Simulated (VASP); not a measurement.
All values below come from r2SCAN meta-GGA, VASP's PBE PAW potentials (set 64) (plane waves; VASP 6.6.1).

VASP input:

**INCAR**
```
ALGO = Normal
EDIFF = 1E-6
EDIFFG = -0.02
ENCUT = 520
IBRION = 2
ISIF = 3
ISMEAR = 0
ISPIN = 2
LASPH = T
LCHARG = F
LMAXMIX = 4
LMIXTAU = T
LORBIT = 10
LREAL = F
LWAVE = F
MAGMOM = 2*2.8 4*0.1
METAGGA = R2SCAN
NELM = 100
NSW = 60
PREC = Accurate
SIGMA = 0.05
SYSTEM = MnO2
```

KPOINTS:
```
Automatic mesh
0
Gamma
5 5 7
0 0 0
```

File POSCAR:
```
MnO2
1
    4.4039799344     0.0000000000     0.0000000000
    0.0000000000     4.4039799344     0.0000000000
    0.0000000000     0.0000000000     2.8666806015
Mn O
2 4
Direct
  0.0000000000   1.0000000000   0.0000000000
  0.5000000000   0.5000000000   0.5000000000
  0.3050075777   0.3050075777   0.0000000000
  0.8050075777   0.1949924223   0.5000000000
  0.1949924223   0.8050075777   0.5000000000
  0.6949924223   0.6949924223   0.0000000000
```

POTCAR, in this order: Mn_pv O (PBE.64 set). Program: vasp_std.

The moments were started parallel, and other spin orders were not tried in this run.

Question: Estimate the energy per atom (σ→0), cell moment, band gap (on the k-mesh).

Answer: 
The energy per atom (σ→0) comes out as -10901 meV/atom and the cell moment is 6.00 μB. The band gap (on the k-mesh) is 0.12 eV.

File OSZICAR:
```
...
DAV:  13    -0.654029279300E+02   -0.47576E-04   -0.64563E-04  3642   0.339E-01    0.770E-02
DAV:  14    -0.654030264484E+02   -0.98518E-04   -0.11225E-04  3216   0.102E-01    0.433E-02
DAV:  15    -0.654030611166E+02   -0.34668E-04   -0.40532E-05  3333   0.709E-02    0.136E-02
DAV:  16    -0.654030624070E+02   -0.12904E-05   -0.78051E-06  3090   0.237E-02    0.573E-03
DAV:  17    -0.654030559358E+02    0.64712E-05   -0.38302E-07  1685   0.864E-03    0.246E-03
DAV:  18    -0.654030577586E+02   -0.18228E-05   -0.26254E-07  1633   0.395E-03    0.128E-03
DAV:  19    -0.654030581275E+02   -0.36890E-06   -0.50363E-08  1617   0.199E-03
   1 F= -.65403058E+02 E0= -.65403040E+02  d E =-.654031E+02  mag=     6.0005
```

The compound is MnO2 in the rutile structure. It was relaxed first. The start is the result of an earlier pass.
